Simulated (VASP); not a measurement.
Data:

```
WSe2
1.0
    1.66506    -2.88397     0.00000
    1.66506     2.88397     0.00000
    0.00000     0.00000    13.22379
W Se
2 4
Direct
  0.33333   0.66667   0.25000
  0.66667   0.33333   0.75000
  0.33333   0.66667   0.87754
  0.66667   0.33333   0.37754
  0.66667   0.33333   0.12246
  0.33333   0.66667   0.62246
```

Computed with optB88-vdW, VASP's PBE PAW potentials (set 64) (plane waves; VASP). Run with 520 eV cut-off, 9×9×2 Γ-centred mesh, tetrahedra with Blöchl corrections, potentials W_sv Se.

Question: Predict the energy per atom (σ→0).

Answer: 
```
Quantity                       Result
---------------------  --------------
energy per atom (σ→0)  -5.000 eV/atom
```

Only differences to runs with the same potentials and settings are physical.

The compound is WSe2 in the 2H layered structure. It was relaxed first, which changed the volume by +5 %.
